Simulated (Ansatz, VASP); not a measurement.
# Cross-check of Ge23H19 (H-capped Ge nanowire along [111]) between VASP and Ansatz, part 2 of 2

One calculation is typed for both programs; each brings its own data sets and cutoff. How far apart do they land? The cell is taken from a series of runs on this material, whose earlier steps may have relaxed, scaled, displaced or heated it; both programs get it as it stands.

VASP 6.6.1 and Ansatz 0.2.0.

So far: The starting structure; Ansatz: single point, PBE.

## (3) VASP: single point, PBE

Level of this step: PBE; plane waves and PAW (Ge_d, H) (VASP).

The same cell, functional, mesh and smearing now go to VASP, with its own data sets and cutoff.

Lines of VASP's logs that name or quote its potential files are left out, and so is its time.

File INCAR:

```
SYSTEM = Ge23H19
PREC = Accurate
ENCUT = 410
EDIFF = 1E-05
NELM = 100
ISMEAR = -1
SIGMA = 0.025
LREAL = Auto
ALGO = Fast
GGA = PE
NBANDS = 400
LORBIT = 11
LWAVE = .FALSE.
LCHARG = .FALSE.
NCORE = 8
ISIF = 0
```

File POSCAR:

```
Ge23H19
1.0
   19.5001000000      0.0000000000      0.0000000000
    0.0000000000     21.1244700000      0.0000000000
    0.0000000000      0.0000000000      9.7999400000
Ge H
46 38
Direct
    0.3971500000      0.3372600000      0.0000300000
    0.3962900000      0.3342000000      0.2506100000
    0.3982800000      0.4462600000      0.3323100000
    0.3975900000      0.4442400000      0.5846500000
    0.2937800000      0.2804500000      0.3320000000
    0.2926900000      0.2811300000      0.5846300000
    0.2944700000      0.3905800000      0.6668800000
    0.2944700000      0.3913200000      0.9159200000
    0.3989900000      0.6645700000      0.9991400000
    0.3968100000      0.6631100000      0.2488300000
    0.2947600000      0.5017400000      0.0019100000
    0.2944200000      0.5013700000      0.2522200000
    0.2918200000      0.6088700000      0.3320600000
    0.2936300000      0.6091800000      0.5812700000
    0.2943500000      0.7179400000      0.6663600000
    0.2940700000      0.7179800000      0.9185100000
    0.3975100000      0.5542100000      0.6673000000
    0.3975600000      0.5529900000      0.9178100000
    0.6030100000      0.3369800000      0.0003600000
    0.6033800000      0.3348800000      0.2541000000
    0.6036900000      0.4461800000      0.3341600000
    0.6021400000      0.4455600000      0.5836800000
    0.5004400000      0.2809400000      0.3337300000
    0.5008100000      0.2803300000      0.5832800000
    0.4998100000      0.3890200000      0.6685300000
    0.4987800000      0.3914000000      0.9169400000
    0.6030700000      0.6648700000      0.9983100000
    0.6022000000      0.6650100000      0.2510500000
    0.4994300000      0.4987100000      0.0008800000
    0.4997000000      0.5012700000      0.2488600000
    0.4996600000      0.6083700000      0.3314700000
    0.5000300000      0.6102500000      0.5844200000
    0.4986600000      0.7175300000      0.6682700000
    0.5004000000      0.7186100000      0.9152400000
    0.6025900000      0.5537700000      0.6683800000
    0.6036000000      0.5555800000      0.9175100000
    0.7054300000      0.2801800000      0.3342600000
    0.7062100000      0.2811800000      0.5836300000
    0.7063100000      0.3917800000      0.6637400000
    0.7047500000      0.3908300000      0.9192700000
    0.7072400000      0.5015400000      0.9984500000
    0.7050700000      0.5001400000      0.2523000000
    0.7039800000      0.6077900000      0.3340700000
    0.7039800000      0.6075900000      0.5865800000
    0.7044200000      0.7166800000      0.6656000000
    0.7054300000      0.7194400000      0.9155700000
    0.3974200000      0.2675800000      0.9447300000
    0.2952800000      0.2128800000      0.2820900000
    0.2312300000      0.3137500000      0.2843700000
    0.2305900000      0.2480300000      0.6374300000
    0.3582600000      0.2471700000      0.6370500000
    0.2314900000      0.4271600000      0.6144700000
    0.2296100000      0.3558100000      0.9695000000
    0.3980700000      0.7320000000      0.2974900000
    0.2301500000      0.5355000000      0.9486000000
    0.2319600000      0.4667300000      0.2995000000
    0.2307700000      0.6442500000      0.2792900000
    0.2294900000      0.5757900000      0.6359600000
    0.2296300000      0.7515900000      0.6181900000
    0.3597200000      0.7515200000      0.6114600000
    0.2305700000      0.6855000000      0.9683800000
    0.2938600000      0.7869400000      0.9663400000
    0.6023400000      0.2690800000      0.9466200000
    0.4990200000      0.2139600000      0.2814000000
    0.5623300000      0.2481100000      0.6373700000
    0.4346300000      0.2472100000      0.6372700000
    0.6038200000      0.7329900000      0.3009800000
    0.4358900000      0.7534600000      0.6141200000
    0.5645000000      0.7547300000      0.6170400000
    0.5017300000      0.7875500000      0.9684700000
    0.7702400000      0.3148700000      0.2785300000
    0.7067200000      0.2136400000      0.2796800000
    0.6388800000      0.2474600000      0.6370900000
    0.7691100000      0.2477600000      0.6351800000
    0.7679600000      0.4226000000      0.6140600000
    0.7680000000      0.3571300000      0.9715900000
    0.7691700000      0.5344800000      0.9476800000
    0.7685200000      0.4662800000      0.2985800000
    0.7695000000      0.6447200000      0.2847200000
    0.7686000000      0.5753200000      0.6321500000
    0.6430000000      0.7513100000      0.6162500000
    0.7675700000      0.7537600000      0.6152100000
    0.7047900000      0.7877300000      0.9678700000
    0.7671800000      0.6838500000      0.9671100000
```

File KPOINTS:

```
Automatic mesh
0
Gamma
1 1 1
0 0 0
```

The projector-augmented-wave data sets are Ge_d and H (PBE family, release 64).

Run with:

```console
mpirun -np 8 vasp_gam
```

Numbers of over 12 decimals in the logs are rounded to 6 here.

The log of the run:

```text
[banner, memory and clock lines left out]
running    8 mpi-ranks, on    1 nodes
[...]
|                                                                             |
|           W    W    AA    RRRRR   N    N  II  N    N   GGGG   !!!           |
|           W    W   A  A   R    R  NN   N  II  NN   N  G    G  !!!           |
|           W    W  A    A  R    R  N N  N  II  N N  N  G       !!!           |
|           W WW W  AAAAAA  RRRRR   N  N N  II  N  N N  G  GGG   !            |
|           WW  WW  A    A  R   R   N   NN  II  N   NN  G    G                |
|           W    W  A    A  R    R  N    N  II  N    N   GGGG   !!!           |
|                                                                             |
|     For optimal performance we recommend to set                             |
|       NCORE = 2 up to number-of-cores-per-socket                            |
|     NCORE specifies how many cores store one orbital (NPAR=cpu/NCORE).      |
|     This setting can greatly improve the performance of VASP for DFT.       |
|     The default, NCORE=1 might be grossly inefficient on modern             |
|     multi-core architectures or massively parallel machines. Do your        |
|     Unfortunately you need to use the default for GW and RPA                |
|     calculations (for HF NCORE is supported but not extensively tested      |
|     yet).                                                                   |
|                                                                             |

 LDA part: xc-table for (Slater+PW92), standard interpolation
 POSCAR, INCAR and KPOINTS ok, starting setup
[...]
entering main loop
       N       E                     dE             d eps       ncg     rms          rms(c)
DAV:   1     0.910222753361E+04    0.91022E+04   -0.30988E+05   936   0.266E+03
DAV:   2     0.167140723699E+04   -0.74308E+04   -0.72610E+04  1032   0.638E+02
DAV:   3    -0.138423362922E+03   -0.18098E+04   -0.17503E+04  1144   0.229E+02
DAV:   4    -0.329642834188E+03   -0.19122E+03   -0.18947E+03   912   0.824E+01
[...]
RMM:  21    -0.326234296166E+03   -0.38022E-04   -0.66405E-06   584   0.427E-03    0.970E-04
RMM:  22    -0.326234321873E+03   -0.25707E-04   -0.57575E-06   583   0.348E-03    0.365E-04
RMM:  23    -0.326234329174E+03   -0.73011E-05   -0.27749E-06   574   0.269E-03
   1 F= -.32623433E+03 E0= -.32623433E+03  d E =-.280300E-11
```

From OUTCAR (step 3):

```text
  FREE ENERGIE OF THE ION-ELECTRON SYSTEM (eV)
  ---------------------------------------------------
  free  energy   TOTEN  =      -326.2343291740 eV

  energy  without entropy=     -326.2343291740  energy(sigma->0) =     -326.23432917

[... 1 further part left out ...]
```

## (4) Differences

Known differences besides the potentials themselves: the cutoff is 420 eV in Ansatz and 410 eV in VASP (PREC = Accurate, projectors in real space); VASP leaves aspherical gradient terms in its spheres out (LASPH is not set), Ansatz keeps them. Total energies have different zeros and are not compared.

The two programs side by side:

| quantity | Ansatz | VASP | difference |
| --- | --- | --- | --- |
| gap on the k mesh (eV) | 2.033 | 2.038 | -0.005 |

Forces on 8 of the 84 atoms, those with the largest forces and the largest differences (eV/Å; atoms numbered as in POSCAR):

```
atom         Ansatz x, y, z           VASP x, y, z
 Ge5   0.791, -0.010, 0.949   0.754, -0.022, 0.923
Ge24  -1.200, 0.324, -0.286  -1.183, 0.291, -0.260
Ge39  -1.492, -1.202, 1.004  -1.442, -1.174, 0.984
Ge41  -1.065, -0.892, 0.741  -1.029, -0.873, 0.727
Ge45   1.155, -0.290, 0.554   1.139, -0.253, 0.529
 H65   0.699, -0.615, 0.428   0.654, -0.591, 0.409
 H75   1.516, 0.880, -0.620   1.463, 0.852, -0.599
 H77   1.030, 0.586, -0.407   0.990, 0.563, -0.390
```

The forces differ by 19 meV/Å r.m.s., which is 4.6 % of the r.m.s. force of 0.42 eV/Å (both taken over all components). A gap on the mesh is an upper bound, since the band edges may lie between its points.

## (5) Further runs

Further runs change the set-up of one program: Ansatz's method, potentials or start, or VASP's data sets, cutoff or form of LDA. The table gives Ansatz less VASP for each quantity, since a change that brings one quantity closer may part another.

```
                                                            run  r.m.s. force difference (meV/Å)  gap on the k mesh (eV)
                                                       as above                               19                 -0.0050
VASP with the data sets Ge_d_GW and H_GW and a cutoff of 610 eV                              9.8                 -0.0029
   VASP with the data sets Ge_h and H_h and a cutoff of 1120 eV                              5.2                  0.0014
```

## (6) Outcome

* r.m.s. force difference (single point, PBE): 4.6 % of the r.m.s. force

**Reading.** The r.m.s. force difference is 4.6 % of the r.m.s. force (single point, PBE), beyond the 3 % picked in this series as the mark of a large difference. Single point, PBE, VASP with the data sets Ge_d_GW and H_GW and a cutoff of 610 eV: r.m.s. force difference goes from 19 to 9.8 meV/Å; the difference in gap on the k mesh goes from -0.0050 to -0.0029 eV. Single point, PBE, VASP with the data sets Ge_h and H_h and a cutoff of 1120 eV: r.m.s. force difference goes from 19 to 5.2 meV/Å; the difference in gap on the k mesh goes from -0.0050 to 0.0014 eV. How closely two codes agree says nothing of how well the functional describes the real material.

[Lines on the potential files, build, host, timing and source positions are cut from VASP's logs without a mark.]

[Logs are printed without paths, hosts, clocks, repeated set-up lines and the standing remarks that a program may print on its own settings, such as how far it seeks lower states.]

[Hosts, paths, dates, database ids (printed as entryN), source tags and the programs' standing remarks are cut or masked in the printed files.]
